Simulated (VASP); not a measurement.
Output of a VASP run:

OSZICAR:
```
       N       E                     dE             d eps       ncg     rms          rms(c)
DAV:   1    -0.138538094820E+02   -0.13854E+02   -0.23195E-01   384   0.623E+00    0.261E+00
DAV:   2    -0.138256054233E+02    0.28204E-01   -0.65050E-02   424   0.263E+00    0.891E-01
DAV:   3    -0.138286763516E+02   -0.30709E-02   -0.22152E-02   428   0.122E+00    0.499E-01
DAV:   4    -0.138279413577E+02    0.73499E-03   -0.22044E-03   444   0.456E-01    0.208E-01
DAV:   5    -0.138279313015E+02    0.10056E-04   -0.98506E-04   420   0.252E-01    0.121E-01
DAV:   6    -0.138279012814E+02    0.30020E-04   -0.35802E-05   512   0.763E-02    0.643E-02
DAV:   7    -0.138278969149E+02    0.43666E-05   -0.33069E-05   468   0.502E-02    0.378E-02
DAV:   8    -0.138278968591E+02    0.55736E-07   -0.50184E-06   472   0.223E-02
   1 F= -.13827897E+02 E0= -.13827897E+02  d E =-.573649E-12
       N       E                     dE             ncg
```

OUTCAR:
```
------------------------ aborting loop because EDIFF is reached ----------------------------------------
  FORCE on cell =-STRESS in cart. coord.  units (eV):
  Direction    XX          YY          ZZ          XY          YZ          ZX
  --------------------------------------------------------------------------------------
  Total        0.0554951      0.0554951      0.0554951     -0.0000000     -0.0000000     -0.0000000
  in kB        2.5224092      2.5224092      2.5224092     -0.0000000     -0.0000000     -0.0000000
  external PRESSURE =       2.5224092 kB  Pullay stress =       0.0000000 kB
  volume of cell :       35.25
      direct lattice vectors                 reciprocal lattice vectors
     0.000000000  2.602395300  2.602395300    -0.192130688  0.192130688  0.192130688
     2.602395300  0.000000000  2.602395300     0.192130688 -0.192130688  0.192130688
     2.602395300  2.602395300  0.000000000     0.192130688  0.192130688 -0.192130688
  FREE ENERGIE OF THE ION-ELECTRON SYSTEM (eV)
  ---------------------------------------------------
  free  energy   TOTEN  =       -13.8278968591 eV

  energy  without entropy=      -13.8278968591  energy(sigma->0) =      -13.82789686

  exchange ACFDT corr.  =         0.00000000  see jH, gK, PRB 81, 115126
```
(Selected blocks of OUTCAR.)

**POSCAR**
```
SrO
1
    0.0000000000     2.6023952996     2.6023952996
    2.6023952996     0.0000000000     2.6023952996
    2.6023952996     2.6023952996     0.0000000000
Sr O
1 1
Direct
  0.0000000000   0.0000000000   0.0000000000
  0.5000000000   0.5000000000   0.5000000000
```

### Question
Reconstruct the remaining input files.

### Answer
One answer among several that fit: the input of the run itself, B3LYP hybrid, plane waves, VASP's PBE PAW potentials (set 64).

**KPOINTS_OPT**
```
named points and PBE's band edges
8
Reciprocal
  0.000000   0.000000   0.000000 1 ! GAMMA
  0.500000   0.000000   0.500000 1 ! X
  0.500000   0.500000   0.500000 1 ! L
  0.500000   0.250000   0.750000 1 ! W
  0.375000   0.375000   0.750000 1 ! K
  0.625000   0.250000   0.625000 1 ! U
  0.026790   0.026790   0.053570 1 ! near an edge
  0.464290   0.000000   0.464290 1 ! near an edge
```

INCAR:
```
# general
SYSTEM  =SrO
PREC    =Accurate
ENCUT   =520   # plane-wave cut-off (eV)
LREAL   =F   # projection in real space or not
LASPH   =T   # aspherical one-centre terms
ISYM    =3

# electronic loop
EDIFF   =1E-6   # SCF stop (eV)
NELM    =60   # most electronic steps
ALGO    =Normal
LMAXMIX =4

# smearing
ISMEAR  =0   # Gaussian
SIGMA   =0.05

# functional
GGA     =B3
AGGAC   =0.81
AGGAX   =0.72
ALDAC   =0.19
LHFCALC =T
AEXX    =0.2
HFRCUT  =-1
PRECFOCK=Fast

# ions
ISIF    =2   # forces and stress, cell fixed

# output
LWAVE   =F
LCHARG  =F
```

File KPOINTS:
```
K-points
0
G
 6 6 6
0 0 0
```

POTCAR, in this order: Sr_sv O (PBE.64 set). Program: vasp_std. Read from the step before: WAVECAR.

The compound is SrO in the rock salt structure. It was relaxed first.
